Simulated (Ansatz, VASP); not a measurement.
## GaB4: VASP beside Ansatz

The input INCAR:

```
PREC     = Accurate       # precision mode
ENCUT    = 600            # plane-wave cutoff, eV
EDIFF    = 1E-6           # SCF threshold, eV
ISMEAR   = 0              # smearing method
SIGMA    = 0.1            # smearing width, eV
LREAL    = False          # projectors in reciprocal space
LASPH    = True           # aspherical terms in the spheres
NELM     = 60             # most SCF steps
ALGO     = Normal         # electronic algorithm
ISIF     = 3              # what is computed and relaxed
LWAVE    = False          # write WAVECAR
LCHARG   = False          # write CHGCAR
GGA      = PE             # functional
IBRION   = 2              # ionic algorithm
NSW      = 90             # ionic steps
EDIFFG   = -0.04          # ionic threshold
```

KPOINTS

```
regular mesh
0
Gamma
  4 4 4
```

POSCAR

```
GaB4
1.0
    3.7786215900      0.0000000000      0.0000000000
    0.0000000000      3.7786215900      0.0000000000
    0.0000000000      0.0000000000      3.7786215900
Ga B
1 4
Direct
    0.0000000000      0.0000000000      0.0000000000
    0.2500000000      0.2500000000      0.2500000000
    0.7500000000      0.7500000000      0.2500000000
    0.2500000000      0.7500000000      0.7500000000
    0.7500000000      0.2500000000      0.7500000000
```

Input for Ansatz:

```yaml
crystal:
  lattice:
    - [3.77862159, 0.0, 0.0]
    - [0.0, 3.77862159, 0.0]
    - [0.0, 0.0, 3.77862159]
  atoms:
    - { symbol: Ga, position: [0.0, 0.0, 0.0] }
    - { symbol: B, position: [0.25, 0.25, 0.25] }
    - { symbol: B, position: [0.75, 0.75, 0.25] }
    - { symbol: B, position: [0.25, 0.75, 0.75] }
    - { symbol: B, position: [0.75, 0.25, 0.75] }
basis:
  ecutwfc: 420
kpoints:
  mp_grid: { grid: [4, 4, 4] }
hamiltonian:
  xc: pbe
scf:
  occupations: { method: gaussian, width: 0.1 }
  lower_state_search: "off"
output:
  forces: true
  stress: true
  eigenvalues: true
relax:
  adjacent_minimum: "off"
  f_tol: 0.04
  max_steps: 70
  cell: { stress_tol: 0.4 }
```

Change from the starting cell: species swapped into the SnI4 type (P-43m, No. 215).

Alike in both runs: task relaxation of cell and atoms; functional PBE; k mesh 4 × 4 × 4; occupations gaussian, width 0.1 eV; no spin polarisation.

```csv
,VASP,Ansatz
version,VASP 6.6.1,Ansatz 0.2.0
potentials or method,"VASP PAW PBE potentials, release 64 (Ga_d, B)","scalar-relativistic, plane waves, PAW"
plane-wave cutoff (eV),600,420
valence electrons in the cell,25,25
```

Ansatz gave:

```
gap on the k mesh at the Fermi level, each at its own relaxed structure (eV) : none
relaxed volume (Å³/atom)                                                     : 10.27
relaxed cell length with the largest relative difference (Å)                 : 3.717
energy change over the relaxation (meV/atom)                                 : -2679
```

Task: What did VASP give for the same quantities?

Result: gap on the k mesh at the Fermi level, each at its own relaxed structure (eV): none; relaxed volume (Å³/atom): 10.27; relaxed cell length with the largest relative difference (Å): 3.717; energy change over the relaxation (meV/atom): -2677.

A gap of «none» marks a metal or a gap that the smearing closes.

Caveats: the k mesh is coarse (spacing up to 0.42 Å⁻¹), so the values aren't converged.
